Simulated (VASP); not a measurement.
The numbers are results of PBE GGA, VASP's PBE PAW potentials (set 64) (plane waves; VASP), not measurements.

VASP input:

### POSCAR
```
CdTe
4.5792440
  0.0000000000   0.7071067474   0.7071067474
  0.7071067474   0.0000000000   0.7071067474
  0.7071067474   0.7071067474   0.0000000000
Cd Te
1 1
Cart
  0.0000000000   0.7071067474   0.7071067474
  0.3535533737   0.3535533737   0.3535533737
```

### KPOINTS
```
Automatic mesh
0
Gamma
6 6 6
0 0 0
```

### INCAR
```
# general
SYSTEM  = CdTe
PREC    = Accurate
ENCUT   = 480
LREAL   = .False.
LASPH   = .True.

# electronic loop
EDIFF   = 1E-7
NELM    = 100
ALGO    = Normal
LMAXMIX = 4

# smearing
ISMEAR  = 0
SIGMA   = 0.05

# functional
GGA     = PE

# ions
ISIF    = 2

# output
LWAVE   = .False.
LCHARG  = .False.
```

POTCAR, in this order: Cd Te (PBE.64 set). Program: vasp_std.

Unless said otherwise, spin-orbit coupling is left out, though it shifts the bands of the heavy elements here.

What does the run give for the energy per atom (σ→0), pressure, band gap (on the k-mesh)?

The energy per atom (σ→0) comes out as -2.384 eV/atom and the band gap (on the k-mesh) is 0.78 eV. The pressure is 2.81 GPa.

### OSZICAR
```
...
DAV:   9    -0.476702420213E+01   -0.32627E-03   -0.96867E-04   489   0.371E-01    0.125E-01
DAV:  10    -0.476709379128E+01   -0.69589E-04   -0.13218E-04   456   0.117E-01    0.538E-02
DAV:  11    -0.476713563511E+01   -0.41844E-04   -0.82345E-05   449   0.691E-02    0.343E-02
DAV:  12    -0.476713443752E+01    0.11976E-05   -0.33946E-06   502   0.189E-02    0.203E-02
DAV:  13    -0.476713419391E+01    0.24361E-06   -0.77202E-07   446   0.480E-03    0.979E-03
DAV:  14    -0.476713427844E+01   -0.84530E-07   -0.10478E-06   456   0.745E-03    0.594E-03
DAV:  15    -0.476713432647E+01   -0.48031E-07   -0.45485E-08   323   0.216E-03
   1 F= -.47671343E+01 E0= -.47671343E+01  d E =-.944949E-14
```

The compound is CdTe in the zinc blende structure. This cell was strained or had an atom moved on purpose.
